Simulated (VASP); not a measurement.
Here is the system:

```yaml
crystal:
  lattice:
    - [1.78670, -3.09466, 0.00000]
    - [1.78670, 3.09466, 0.00000]
    - [0.00000, 0.00000, 6.13965]
  atoms:
    - { symbol: Pt, position: [0.00000, 0.00000, 0.00000] }
    - { symbol: S, position: [0.33333, 0.66667, 0.19959] }
    - { symbol: S, position: [0.66667, 0.33333, 0.80041] }
```

Computed with PBE GGA, VASP's PBE PAW potentials (set 64) (plane waves; VASP). Settings: 400 eV cut-off, 13×13×7 Γ-centred mesh, Gaussian smearing of 0.010 eV, potentials Pt S.

Without a dispersion term in the relaxation, distances and binding between the weakly bound layers, chains or molecules are unreliable, and so is what depends on them.

### Question
Estimate the energy per atom (σ→0).

### Answer

```yaml
energy per atom (σ→0): -5.155 eV/atom
```

Total energies compare only between runs with the same potentials, cut-off and functional.

The compound is PtS2 in the 1T layered structure. It was relaxed first, which changed the volume by +24 %.
